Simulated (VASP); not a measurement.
All values below come from HSE06 screened hybrid, VASP's PBE PAW potentials (set 64) (plane waves; VASP).

A VASP calculation is set up with these files.

POSCAR:
```
AlC31Si32
17.5166630
  0.4999999963   0.0000000000   0.0000000000
  0.0000000000   0.4999999963   0.0000000000
  0.0000000000   0.0000000000   0.4999999963
Si C Al
32 31 1
direct
  0.4965636755   0.9986720197   0.9986313996
  0.7543751215   0.2543066639   0.9998009932
  0.7542309050   0.9997424553   0.2542291250
  0.0005957159   0.0015848799   0.0016062362
  0.2430078719   0.2486002180   0.9933999433
  0.5017771403   0.5048188204   0.0015541922
  0.7533895814   0.7554172412   0.9987893901
  0.2425961549   0.9929863659   0.2487179832
  0.4277439430   0.1911174305   0.1919383322
  0.7648460754   0.5234068607   0.2298412073
  0.5015075751   0.0012195062   0.5049141153
  0.7642571224   0.2305757338   0.5229744493
  0.7532737933   0.9990575848   0.7550712901
  0.0055663121   0.5064196466   0.9977201869
  0.2509007087   0.7496421743   0.0005740926
  0.0038960320   0.2521814972   0.2520156833
  0.2487198022   0.5032442339   0.2511538150
  0.5030053038   0.7543029532   0.2506946994
  0.0051796795   0.9977898971   0.5064783162
  0.2485806085   0.2509331014   0.5033509235
  0.4870649809   0.5180909855   0.5181916357
  0.7516932383   0.7536185366   0.5019612116
  0.2508786337   0.0005081249   0.7497204162
  0.5030312840   0.2508205530   0.7542364985
  0.7517547872   0.5019595867   0.7536939104
  0.0004071947   0.7507270441   0.2491928823
  0.0002686673   0.5012186274   0.5012573403
  0.2503133023   0.7499523846   0.5043433134
  0.0004436695   0.2491257879   0.7508464593
  0.2504469023   0.5041459152   0.7499584017
  0.4991338448   0.7517725097   0.7518829408
  0.0017725779   0.7508235312   0.7508464549
  0.6301508908   0.1332220451   0.1332186011
  0.8837406738   0.3773896233   0.1228767330
  0.8831885191   0.1232271612   0.3772667786
  0.1231018066   0.1263855740   0.1264500446
  0.3699297382   0.3814959354   0.1220249044
  0.6256300388   0.6379461831   0.1217250719
  0.8763428989   0.8775805083   0.1262894138
  0.3691167140   0.1210600254   0.3817568897
  0.8751736181   0.6284880097   0.3769889367
  0.6254587435   0.1220192228   0.6374071863
  0.8751409549   0.3770103896   0.6284999766
  0.8762961233   0.1262292070   0.8775567488
  0.1263361443   0.6280054045   0.1264862061
  0.3752173113   0.8735641269   0.1263727486
  0.1268055575   0.3773799211   0.3774400961
  0.3786783593   0.6263553083   0.3739978994
  0.6262920184   0.8789671403   0.3779904735
  0.1261318511   0.1263828198   0.6280748452
  0.3786239694   0.3738707268   0.6263970803
  0.6292182303   0.6267135429   0.6268080888
  0.8764357432   0.8759322686   0.6277715851
  0.3753021404   0.1264307782   0.8735604212
  0.6263455880   0.3779826378   0.8790386299
  0.8765835010   0.6277802578   0.8759622972
  0.1245791438   0.8698028035   0.3779686777
  0.1254362178   0.6254860409   0.6255897644
  0.3757619044   0.8749294342   0.6262272736
  0.1250043265   0.3777964074   0.8698295912
  0.3758285452   0.6259678634   0.8751304613
  0.6264616299   0.8750233440   0.8747333688
  0.1265659676   0.8760159952   0.8760645278
  0.6273219257   0.3133694227   0.3117818390
```

File KPOINTS:
```
Automatic mesh
0
gamma
  1 1 1
0 0 0
```

### INCAR
```
! general
SYSTEM  =AlC31Si32
PREC    =Normal
ENCUT   =400   ! plane-wave cut-off (eV)
LREAL   =Auto
LASPH   =.TRUE.   ! aspherical one-centre terms
ISYM    =0
NELECT  =254.0

! electronic loop
EDIFF   =1E-5   ! SCF stop (eV)
NELM    =50
NELMIN  =4
ALGO    =Normal   ! blocked Davidson

! smearing
ISMEAR  =0   ! Gaussian
SIGMA   =0.05   ! width (eV)

! functional
GGA     =PE   ! PBE
LHFCALC =.TRUE.
AEXX    =0.25
HFSCREEN=0.2   ! 1/Angstrom
PRECFOCK=Fast

! ions
ISIF    =0

! output
LWAVE   =.FALSE.
LCHARG  =.FALSE.
```

POTCAR, in this order: Si C Al (PBE.64 set). Program: vasp_gam. Read from the step before: WAVECAR.

The run wrote:

**OSZICAR**
```
       N       E                     dE             d eps       ncg     rms          rms(c)
DAV:   1    -0.550966377382E+03   -0.55097E+03   -0.99615E+00   320   0.789E+00    0.165E+01
DAV:   2    -0.551051122921E+03   -0.84746E-01   -0.31457E-01   352   0.133E+00    0.128E+01
DAV:   3    -0.551030783990E+03    0.20339E-01   -0.22822E-02   376   0.402E-01    0.789E+00
DAV:   4    -0.551024003660E+03    0.67803E-02   -0.84346E-03   368   0.211E-01    0.464E+00
DAV:   5    -0.551022001391E+03    0.20023E-02   -0.12486E-03   360   0.805E-02    0.269E+00
DAV:   6    -0.551021299505E+03    0.70189E-03   -0.55331E-04   360   0.586E-02    0.153E+00
DAV:   7    -0.551021088175E+03    0.21133E-03   -0.21411E-04   352   0.348E-02    0.870E-01
DAV:   8    -0.551021019476E+03    0.68699E-04   -0.29362E-05   280   0.145E-02    0.503E-01
DAV:   9    -0.551020998144E+03    0.21333E-04   -0.15504E-05   216   0.113E-02    0.288E-01
DAV:  10    -0.551020993241E+03    0.49025E-05   -0.64484E-06   208   0.691E-03
   1 F= -.55102099E+03 E0= -.55102099E+03  d E =-.116675E-16
```

**OUTCAR**
```
------------------------ aborting loop because EDIFF is reached ----------------------------------------
  volume of cell :      671.84
      direct lattice vectors                 reciprocal lattice vectors
     8.758331436  0.000000000  0.000000000     0.114176999  0.000000000  0.000000000
     0.000000000  8.758331436  0.000000000     0.000000000  0.114176999  0.000000000
     0.000000000  0.000000000  8.758331436     0.000000000  0.000000000  0.114176999
  FREE ENERGIE OF THE ION-ELECTRON SYSTEM (eV)
  ---------------------------------------------------
  free  energy   TOTEN  =      -551.0209932413 eV

  energy  without entropy=     -551.0209932413  energy(sigma->0) =     -551.02099324

  exchange ACFDT corr.  =         0.00000000  see jH, gK, PRB 81, 115126
```
(Selected blocks of OUTCAR.)

The cell is charged, with a uniform compensating background. The supercell is sampled at Γ alone, which is coarse: total energies, pressure and levels can be off, energies of defects by several tenths of an eV.

The cell is a supercell with a defect, built from SiC (zinc blende): Al_C, charge +1. The cell's shape comes from a PBE relaxation. The run is not spin-polarised, so no state with unpaired spins was tried.
